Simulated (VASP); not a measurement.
Calculation: AM05 GGA, VASP's PBE PAW potentials (set 64) (plane waves; VASP).

VASP input:

**INCAR**
```
! general
SYSTEM   =  Ag
PREC     =  Accurate
ENCUT    =  520
LREAL    =  F
LASPH    =  T

! electronic loop
EDIFF    =  1E-6
NELM     =  100
ALGO     =  Normal
LMAXMIX  =  4

! smearing
ISMEAR   =  1
SIGMA    =  0.1

! functional
GGA      =  AM

! ions
IBRION   =  2
NSW      =  60
ISIF     =  3
EDIFFG   =  -0.01

! output
LWAVE    =  F
LCHARG   =  F
```

**POSCAR**
```
Ag
1
    0.0000000000     2.0450000000     2.0450000000
    2.0450000000     0.0000000000     2.0450000000
    2.0450000000     2.0450000000     0.0000000000
Ag
1
Direct
  0.0000000000   0.0000000000   0.0000000000
```

File KPOINTS:
```
Automatic mesh
0
Gamma
14 14 14
0 0 0
```

POTCAR, in this order: Ag (PBE.64 set). Program: vasp_std.

Energy and stress use the plane-wave basis of the starting cell.

Question: Estimate the energy per atom (σ→0), volume per atom, band gap (on the k-mesh).

Answer: 
```
Property                                                    Result
------------------------  ----------------------------------------
energy per atom (σ→0)                               -3.009 eV/atom
band gap (on the k-mesh)  none (metal, semimetal or under 0.01 eV)
volume per atom                                     16.62 Å^3/atom
```

File OSZICAR:
```
...
       N       E                     dE             d eps       ncg     rms          rms(c)
DAV:   1    -0.305920871222E+01   -0.52414E-01   -0.95778E-01  1898   0.122E+01    0.145E+00
DAV:   2    -0.301042362102E+01    0.48785E-01   -0.20961E-01  1892   0.504E+00    0.487E-01
DAV:   3    -0.300916310075E+01    0.12605E-02   -0.31477E-03  1929   0.565E-01    0.321E-01
DAV:   4    -0.300885186806E+01    0.31123E-03   -0.42062E-04  1967   0.198E-01    0.110E-02
DAV:   5    -0.300885405805E+01   -0.21900E-05   -0.97514E-06  2002   0.296E-02    0.576E-03
DAV:   6    -0.300885467885E+01   -0.62080E-06   -0.71302E-07  1599   0.105E-02
   3 F= -.30088547E+01 E0= -.30089366E+01  d E =-.470287E-02
```

The compound is Ag in the fcc structure. This run relaxes it. Symmetry was kept, so distortions that lower it aren't found.
